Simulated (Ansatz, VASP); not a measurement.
# Ge in two plane-wave programs

One calculation is typed for both programs; each brings its own data sets. How far apart do they land? Of the first pair: The structure shown is frame 50 of Ansatz's trajectory.

Program: Ansatz 0.2.0. Level of theory: plane waves, with VASP 6.6.1 beside it; single point at PBEsol. Results are calculated unless marked as measured.

## 1. The starting structure

The cell holds 30 atoms: 30 Ge. Cell: a = 8.978 Å, b = 8.978 Å, c = 8.978 Å, α = 90.0°, β = 90.0°, γ = 90.0°. Kind glass; density_g_cm3 5.0; melt_temperature_k 2200; route random start, relaxed, short melt, two cooling runs, relaxed.

## 2. Ansatz: dynamics, PBEsol

Ansatz runs on its default PAW (the set named soft_2) files.

One frame of this run of dynamics is then solved in both programs, so the motion causes no difference.

The input, input.yaml:

```yaml
crystal:
  lattice:
    - [8.9779155195, 0.0, 0.0]
    - [0.0, 8.9779155195, 0.0]
    - [0.0, 0.0, 8.9779155195]
  atoms:
    - { symbol: Ge, position: [0.2120126434, 0.3184423889, 0.7953705963] }
    - { symbol: Ge, position: [0.0282539295, 0.5481056123, 0.755421027] }
    - { symbol: Ge, position: [0.136463499, 0.0870820041, 0.2812164615] }
    - { symbol: Ge, position: [0.592957432, 0.4716378584, 0.0454592307] }
    - { symbol: Ge, position: [0.5006470355, 0.5999097078, 0.3834400382] }
    - { symbol: Ge, position: [0.6343998138, 0.9777659653, 0.7119341866] }
    - { symbol: Ge, position: [0.6054744914, 0.243495536, 0.3973903879] }
    - { symbol: Ge, position: [0.4361757137, 0.8289032323, 0.5451175766] }
    - { symbol: Ge, position: [0.6202794695, 0.1745907296, 0.0768894151] }
    - { symbol: Ge, position: [0.1836711737, 0.8273871011, 0.7171170659] }
    - { symbol: Ge, position: [0.7565854377, 0.6789803572, 0.4360825969] }
    - { symbol: Ge, position: [0.5606183491, 0.5232011038, 0.7228913424] }
    - { symbol: Ge, position: [0.7795868486, 0.7032051749, 0.7542613052] }
    - { symbol: Ge, position: [0.404892908, 0.3789892889, 0.2323547306] }
    - { symbol: Ge, position: [0.4956043431, 0.7806405128, 0.84572388] }
    - { symbol: Ge, position: [0.1653707723, 0.1054490287, 0.5907797947] }
    - { symbol: Ge, position: [-0.010507818, 0.4142271785, 0.498988895] }
    - { symbol: Ge, position: [0.42416597, 1.0436517667, 0.2213585963] }
    - { symbol: Ge, position: [-0.018009622, 0.38165661, -0.0131838358] }
    - { symbol: Ge, position: [0.6390503608, 0.247876133, 0.7965925249] }
    - { symbol: Ge, position: [0.8584013123, 0.082497566, 0.2121910427] }
    - { symbol: Ge, position: [0.5519868234, 0.7646301684, 0.1525103083] }
    - { symbol: Ge, position: [0.9396761546, 0.9544318015, 0.7593876757] }
    - { symbol: Ge, position: [0.9207440381, 0.2528584754, 0.7238193163] }
    - { symbol: Ge, position: [0.4278847604, 0.2848302042, 0.621378792] }
    - { symbol: Ge, position: [0.3442415406, 0.0554647804, 0.8317268317] }
    - { symbol: Ge, position: [0.655081786, 0.9526866098, 0.3807576396] }
    - { symbol: Ge, position: [1.0881455272, 1.0690172916, 0.9941501907] }
    - { symbol: Ge, position: [0.8078337671, 0.3909553346, 0.2596155549] }
    - { symbol: Ge, position: [0.112053343, 0.3692267963, 0.2418018981] }
kpoints:
  mp_grid: { grid: [1, 1, 1] }
scf:
  occupations: { method: fermi_dirac, width: 0.1 }
  n_extra_bands: 21
hamiltonian:
  xc: pbesol
  pseudopotentials: { kind: paw }
output:
  forces: true
basis:
  ecutwfc: 320
md:
  timestep: 2.5
  n_steps: 150
  ensemble: nvt_langevin
  temperature: 2200
  seed: 0
```

Run with:

```console
$ ansatz run input.yaml --threads 4 --pin off --max-ram 20480MiB --backend cpu --events-out ev --progress --plain --runs-dir out
```

Numbers of over 12 decimals in the logs are rounded to 6 here.

The log of the run:

```text
Warning: md: disabling space-group detection — thermal motion breaks the input geometry's symmetry, so no spatial operation reduces the k-mesh or symmetrises the density; time reversal is kept, so that k and −k are solved as one point where they differ and the mesh holds both, and exact exchange and, on two spinor components, a DFT+U term hold to it where the run has them: on two components no moment then forms, and  [...]
Warning: basis.ecutwfc = 320 eV is below the records' recommended 420 eV, and the density's cutoff is lower with it unless basis.ecutrho_ratio is high enough to keep the records' density cutoff: compare with a run at a higher cutoff
scf.n_extra_bands = 21 over 210 filled bands (N_el = 420.0): the run solves 231 bands
Engine: ansatz 0.2.0, aarch64-unknown-linux-gnu
Pseudopotentials: kind: paw
Pseudopotential: Ge, paw, valence charge 14, recommended cutoff 420 eV (normal), Ge.paw.azcp
Functional definition: PBEsol
  exchange = pbesol_x
  correlation = pbesol_c
Crystal: 30 atoms, lattice volume = 723.647 Å³
Basis set: ecut = 320 eV, 9435 PW (Γ), exchange–correlation on 108×108×108 points (8 copies of the dense FFT grid, shifted against one another)
Bands: 231, of which v1, the nominal top of the filled ones, is band 210 counted from 1 (209 counted from 0)
Symmetry: 1 space group operations
k-points: 1
Non-local potential: Ge, projectors of the file, l = 0: 2, l = 1: 2, l = 2: 3, l = 3: 1
PAW form: soft (Blöchl's): semilocal exchange-correlation on the pseudo side does not see the compensation charge
PAW frozen core: Ge, regenerated for the run's functional, and the local potential with it (the file was generated under x = pbe(κ = 0.804, μ = 0.219515), c = pbe(β = 0.066725))
PAW one-centre angular grid: Ge, 590 points (default); XC on 64 Gauss nodes
Initial density: superposition of atomic densities (neutral atoms: chi_scale 0, normalization atom), corrected by the library's trained network
Initial wavefunctions: pseudopotential atomic-orbital guess
Functional: x = pbesol(κ = 0.804, μ = 0.123457), c = pbesol(β = 0.046)
SCF iter   1: F=—  HF=-127600.797234 eV  |F-HF|=—  |Δ(HF+E_count)|=         —  Δρ=7.96e-3  dr2=1.37e0  ethr=1.77e-3  ⟨swp⟩=5.0  Hψ=774  notcnv=0
preconditioner: auto → Resta (q_TF=auto, 2.492 Å⁻¹)  ε∞=2.8  [insulator: Δε(μ)=0.728 eV  Ē_g=20.807 eV  σ=0.100 eV  W_gap=0.95  n_scr=178 (ndim 8)  ℏωp=28.3 eV  f_vac=0.127  D(μ)=1.26/eV (n_scr^D=0)  ε∞_Penn≈2.8]
SCF iter   2: F=—  HF=-127600.402196 eV  |F-HF|=—  |Δ(HF+E_count)|=   3.95e-1  Δρ=3.82e-3  dr2=2.04e-1  ethr=3.26e-4  ⟨swp⟩=2.0  Hψ=319  notcnv=0
SCF iter   3: F=—  HF=-127600.353753 eV  |F-HF|=—  |Δ(HF+E_count)|=   4.84e-2  Δρ=1.55e-3  dr2=5.19e-2  ethr=4.87e-5  ⟨swp⟩=2.0  Hψ=286  notcnv=0
SCF iter   4: F=—  HF=-127600.345669 eV  |F-HF|=—  |Δ(HF+E_count)|=   8.08e-3  Δρ=5.77e-4  dr2=5.41e-3  ethr=1.24e-5  ⟨swp⟩=2.0  Hψ=269  notcnv=0
SCF iter   5: F=—  HF=-127600.345803 eV  |F-HF|=—  |Δ(HF+E_count)|=   1.34e-4  Δρ=2.16e-4  dr2=1.02e-3  ethr=1.29e-6  ⟨swp⟩=2.0  Hψ=441  notcnv=0
SCF iter   6: F=—  HF=-127600.346068 eV  |F-HF|=—  |Δ(HF+E_count)|=   2.65e-4  Δρ=9.31e-5  dr2=2.10e-4  ethr=2.44e-7  ⟨swp⟩=3.0  Hψ=442  notcnv=0
SCF iter   7: F=—  HF=-127600.346220 eV  |F-HF|=—  |Δ(HF+E_count)|=   1.52e-4  Δρ=5.02e-5  dr2=7.52e-5  ethr=5.00e-8  ⟨swp⟩=2.0  Hψ=388  notcnv=0
SCF iter   8: F=—  HF=-127600.346184 eV  |F-HF|=—  |Δ(HF+E_count)|=   3.66e-5  Δρ=2.36e-5  dr2=2.53e-5  ethr=1.79e-8  ⟨swp⟩=2.0  Hψ=288  notcnv=0
SCF iter   9: F=—  HF=-127600.346628 eV  |F-HF|=—  |Δ(HF+E_count)|=   4.44e-4  Δρ=1.05e-5  dr2=2.43e-6  ethr=6.02e-9  ⟨swp⟩=2.0  Hψ=281  notcnv=0
SCF iter  10: F=—  HF=-127600.346633 eV  |F-HF|=—  |Δ(HF+E_count)|=   5.40e-6  Δρ=5.46e-6  dr2=6.33e-7  ethr=5.79e-10  ⟨swp⟩=3.0  Hψ=454  notcnv=0
SCF iter  11: F=—  HF=-127600.346635 eV  |F-HF|=—  |Δ(HF+E_count)|=   1.83e-6  Δρ=2.84e-6  dr2=2.01e-7  ethr=1.51e-10  ⟨swp⟩=3.0  Hψ=463  notcnv=0
SCF iter  12: F=—  HF=-127600.346635 eV  |F-HF|=—  |Δ(HF+E_count)|=   3.15e-7  Δρ=1.28e-6  dr2=4.24e-8  ethr=4.78e-11  ⟨swp⟩=3.0  Hψ=451  notcnv=0
SCF iter  13: F=-127600.346636 eV  HF=-127600.346636 eV  |F-HF|=1.44e-8  |Δ(HF+E_count)|=   5.27e-8  Δρ=6.79e-7  dr2=1.35e-8  ethr=7.14e-12  ⟨swp⟩=4.0  Hψ=708  notcnv=0
SCF 1 converged in 13 iterations: F = -127600.346636 eV  dr2 = 1.35e-8
  greatest PAW one-centre occupation: 0.998 electrons in one spin orbital (limit 2), on the Ge atom at site 18 (counted from 0), in its partial waves of l = 2
[...]
SCF 80 converged in 6 iterations: F = -127593.754682 eV  dr2 = 2.88e-9
md step    79: t =   197.50 fs  T =  1853.0 K  F+E_penalty+E_count = -127593.75468204 eV  E_kin = 7.185628 eV  (6 SCF iters)
[... from here on, the SCF cycles and remarks between the steps are left out ...]
md step    80: t =   200.00 fs  T =  1873.0 K  F+E_penalty+E_count = -127593.56427199 eV  E_kin = 7.263180 eV  (7 SCF iters)
md step    81: t =   202.50 fs  T =  1898.1 K  F+E_penalty+E_count = -127593.38610896 eV  E_kin = 7.360339 eV  (6 SCF iters)
md step    82: t =   205.00 fs  T =  1801.8 K  F+E_penalty+E_count = -127593.23359844 eV  E_kin = 6.986877 eV  (6 SCF iters)
md step    83: t =   207.50 fs  T =  1608.6 K  F+E_penalty+E_count = -127593.12217544 eV  E_kin = 6.237942 eV  (5 SCF iters)
md step    84: t =   210.00 fs  T =  1559.3 K  F+E_penalty+E_count = -127593.04515052 eV  E_kin = 6.046805 eV  (6 SCF iters)
md step    85: t =   212.50 fs  T =  1528.8 K  F+E_penalty+E_count = -127592.99205339 eV  E_kin = 5.928261 eV  (6 SCF iters)
md step    86: t =   215.00 fs  T =  1680.9 K  F+E_penalty+E_count = -127592.93372048 eV  E_kin = 6.518078 eV  (6 SCF iters)
SCF iter   1: F=—  HF=-127592.854453 eV  |F-HF|=—  |Δ(HF+E_count)|=         —  Δρ=1.79e-4  dr2=2.77e-4  ethr=6.71e-7  ⟨swp⟩=5.0  Hψ=858  notcnv=0
preconditioner: auto → LDOS  [insulator: Δε(μ)=0.443 eV  Ē_g=20.583 eV  σ=0.100 eV  W_gap=0.80  n_scr=178 (ndim 8)  ℏωp=28.3 eV  f_vac=0.112  D(μ)=6.73/eV (n_scr^D=26)  ε∞_Penn≈2.9  β→1.0]
SCF iter   2: F=—  HF=-127592.854432 eV  |F-HF|=—  |Δ(HF+E_count)|=   2.06e-5  Δρ=5.60e-5  dr2=8.00e-5  ethr=6.59e-8  ⟨swp⟩=2.0  Hψ=327  notcnv=0
SCF iter   3: F=—  HF=-127592.854123 eV  |F-HF|=—  |Δ(HF+E_count)|
```

Reading the cycles: dr2 is the Hartree energy of the density residual (eV), the measure of convergence; HF is the Harris–Foulkes estimate of the energy, which meets the free energy F at convergence.

(Part 1 of 3 ends here.)

[Lines on the potential files, build, host, timing and source positions are cut from VASP's logs without a mark.]

[Logs are printed without paths, hosts, clocks, repeated set-up lines and the standing remarks that a program may print on its own settings, such as how far it seeks lower states.]

[Hosts, paths, dates, database ids (printed as entryN), source tags and the programs' standing remarks are cut or masked in the printed files.]
